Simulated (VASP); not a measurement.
Input:

```
BaF2
1.0
    0.00000     3.04407     3.04407
    3.04407     0.00000     3.04407
    3.04407     3.04407     0.00000
Ba F
1 2
Cartesian
  3.04407   0.00000   3.04407
  1.52203   1.52203   1.52203
  4.56610   4.56610   4.56610
```

All values below come from vdW-DF-cx, VASP's PBE PAW potentials (set 64) (plane waves; VASP). Numerical set-up: 520 eV cut-off, 6×6×6 Γ-centred mesh, Gaussian smearing of 0.050 eV, potentials Ba_sv F.

Estimate the energy per atom (σ→0), pressure.

```json
{
  "energy per atom (σ→0)": "-360.0 kJ/mol of atoms",
  "pressure": "4.09 GPa"
}
```

The absolute energy has meaning only against runs of the same code, potentials and settings.

The compound is BaF2 in the fluorite structure. This cell is one point of a volume scan, at 0.94 of the reference volume.
